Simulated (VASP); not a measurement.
Energy against volume of MgH2 (rutile). Computed with LDA (Ceperley-Alder, Perdew-Zunger), VASP's LDA PAW potentials (set 64) (plane waves; VASP). Settings: 520 eV cut-off, 5×5×8 Γ-centred mesh, Gaussian smearing of 0.050 eV, potentials Mg H.

Shape and ions are relaxed at each volume.

```tsv
V (Å³/atom)	E (eV/atom)
9.053	-3.14250
9.342	-3.14765
9.631	-3.14938
9.920	-3.14816
```

Task: Fit these four points and predict the energy of the run at 10.209 Å³/atom.

Result: A cubic in V^(−2/3), the third-order Birch-Murnaghan form, passes through the four points with V0 = 9.65 Å³/atom and B0 = 54 GPa, and gives -3.1444 eV/atom there. The run gave -3.1443 eV/atom, +0.1 meV/atom from the fit; all five points give B0 = 54 GPa.

The compound is MgH2 in the rutile structure. It was relaxed first, which changed the volume by -6 %.
